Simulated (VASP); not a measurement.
Output of a VASP run:

File OSZICAR:
```
       N       E                     dE             d eps       ncg     rms          rms(c)
DAV:   1     0.460495506356E+02    0.46050E+02   -0.85418E+03  1512   0.127E+03
DAV:   2    -0.414300296843E+02   -0.87480E+02   -0.80492E+02  2156   0.236E+02
DAV:   3    -0.451129687265E+02   -0.36829E+01   -0.36601E+01  1920   0.487E+01
DAV:   4    -0.451539270059E+02   -0.40958E-01   -0.40912E-01  1832   0.595E+00
DAV:   5    -0.451547920384E+02   -0.86503E-03   -0.86484E-03  1904   0.825E-01    0.825E+00
DAV:   6    -0.412039441600E+02    0.39508E+01   -0.20336E+00  1732   0.107E+01    0.605E+00
DAV:   7    -0.376511908553E+02    0.35528E+01   -0.33927E-01  1724   0.651E+00    0.131E+00
DAV:   8    -0.391732887763E+02   -0.15221E+01   -0.11369E+00  1636   0.891E+00    0.135E+00
DAV:   9    -0.399756606829E+02   -0.80237E+00   -0.12534E-01  1752   0.325E+00    0.769E-01
DAV:  10    -0.397994787407E+02    0.17618E+00   -0.14413E-02  1620   0.138E+00    0.625E-01
DAV:  11    -0.392130701670E+02    0.58641E+00   -0.18617E-01  1584   0.451E+00    0.213E-01
DAV:  12    -0.394040497525E+02   -0.19098E+00   -0.29633E-02  1572   0.208E+00    0.158E-01
DAV:  13    -0.394040607862E+02   -0.11034E-04   -0.25206E-04  1968   0.147E-01    0.153E-01
DAV:  14    -0.394149659228E+02   -0.10905E-01   -0.63431E-04  1640   0.334E-01    0.215E-01
DAV:  15    -0.394328810860E+02   -0.17915E-01   -0.53165E-03  1580   0.930E-01    0.103E-01
DAV:  16    -0.394330721873E+02   -0.19110E-03   -0.12010E-04  1924   0.127E-01    0.101E-01
DAV:  17    -0.394330717685E+02    0.41884E-06   -0.10688E-06  1476   0.111E-02
   1 F= -.39433072E+02 E0= -.39433099E+02  d E =-.394331E+02
       N       E                     dE             d eps       ncg     rms          rms(c)
DAV:   1    -0.394335289191E+02   -0.45673E-03   -0.16844E-02  1544   0.112E+00    0.106E-01
DAV:   2    -0.394331887507E+02    0.34017E-03   -0.39959E-04  1800   0.163E-01    0.578E-02
DAV:   3    -0.394330465587E+02    0.14219E-03   -0.44575E-04  1760   0.169E-01    0.631E-03
DAV:   4    -0.394331211340E+02   -0.74575E-04   -0.39683E-05  1664   0.792E-02    0.541E-03
DAV:   5    -0.394331194278E+02    0.17062E-05   -0.11765E-05  1696   0.444E-02    0.182E-03
DAV:   6    -0.394331317609E+02   -0.12333E-04   -0.39825E-06  1636   0.241E-02    0.722E-04
DAV:   7    -0.394331317534E+02    0.75067E-08   -0.14737E-07  1264   0.468E-03
   2 F= -.39433132E+02 E0= -.39433160E+02  d E =-.599849E-04
       N       E                     dE             d eps       ncg     rms          rms(c)
DAV:   1    -0.394331921455E+02   -0.60385E-04   -0.21689E-03  1560   0.399E-01    0.278E-02
DAV:   2    -0.394331536930E+02    0.38453E-04   -0.48536E-05  1792   0.564E-02    0.165E-02
DAV:   3    -0.394331379184E+02    0.15775E-04   -0.52554E-05  1764   0.559E-02    0.334E-03
DAV:   4    -0.394331413467E+02   -0.34283E-05   -0.33781E-06  1700   0.220E-02    0.242E-03
DAV:   5    -0.394331403036E+02    0.10431E-05   -0.22093E-06  1556   0.191E-02    0.126E-03
DAV:   6    -0.394331429264E+02   -0.26228E-05   -0.10118E-06  1136   0.126E-02    0.392E-04
DAV:   7    -0.394331430308E+02   -0.10439E-06   -0.38073E-08   952   0.222E-03
   3 F= -.39433143E+02 E0= -.39433171E+02  d E =-.712623E-04
```

OUTCAR:
```
------------------------ aborting loop because EDIFF is reached ----------------------------------------
  FORCE on cell =-STRESS in cart. coord.  units (eV):
  Direction    XX          YY          ZZ          XY          YZ          ZX
  --------------------------------------------------------------------------------------
  Total        0.0441753      0.0441753      0.0337678      0.0000000      0.0000000      0.0000000
  in kB        2.0363644      2.0363635      1.5566070      0.0000000      0.0000000      0.0000000
  external PRESSURE =       1.8764450 kB  Pullay stress =       0.0000000 kB
  volume of cell :       34.76
      direct lattice vectors                 reciprocal lattice vectors
     1.228458417 -2.127751903  0.000000000     0.407014184 -0.234989803 -0.000000000
     1.228458417  2.127751903  0.000000000     0.407014184  0.234989803 -0.000000000
     0.000000000  0.000000000  6.648492071    -0.000000000  0.000000000  0.150410046
 POSITION                                       TOTAL-FORCE (eV/Angst)
 -----------------------------------------------------------------------------------
      0.00000      0.00000      1.66212        -0.000000     -0.000000      0.000000
      0.00000      0.00000      4.98637         0.000000      0.000000     -0.000000
      1.22846      0.70925      1.66212        -0.000000     -0.000000      0.000000
      1.22846     -0.70925      4.98637         0.000000      0.000000     -0.000000
 -----------------------------------------------------------------------------------
    total drift:                               -0.000000     -0.000000      0.000000
  FREE ENERGIE OF THE ION-ELECTRON SYSTEM (eV)
  ---------------------------------------------------
  free  energy   TOTEN  =       -39.4331430308 eV

  energy  without entropy=      -39.4332263715  energy(sigma->0) =      -39.43317081

 reached required accuracy - stopping structural energy minimisation
```
(Selected blocks of OUTCAR.)

POSCAR:
```
C
1
    1.2289055804    -2.1285264114     0.0000000000
    1.2289055804     2.1285264114    -0.0000000000
    0.0000000000     0.0000000000     6.6417655718
C
4
Direct
  0.0000000000   0.0000000000   0.2500000000
  0.0000000000   0.0000000000   0.7500000000
  0.3333330000   0.6666670000   0.2500000000
  0.6666670000   0.3333330000   0.7500000000
```

Q: Write an INCAR and KPOINTS that could have produced this output.

A: One answer among several that fit: the input of the run itself, r2SCAN+rVV10, plane waves, VASP's PBE PAW potentials (set 64).

### KPOINTS
```
Automatic mesh
0
Gamma
13 13 4
0 0 0
```

INCAR:
```
ALGO = Normal
BPARAM = 11.95
CPARAM = 0.0093
EDIFF = 1E-6
EDIFFG = -0.02
ENCUT = 520
IBRION = 2
ISIF = 3
ISMEAR = 1
LASPH = T
LCHARG = F
LMIXTAU = T
LREAL = F
LUSE_VDW = T
LWAVE = F
METAGGA = R2SCAN
NELM = 100
NSW = 60
PREC = Accurate
SIGMA = 0.1
SYSTEM = C
```

POTCAR, in this order: C (PBE.64 set). Program: vasp_std.

The compound is C in the graphite structure. This run relaxes it. Symmetry was kept, so distortions that lower it aren't found. The start is the result of an earlier pass.
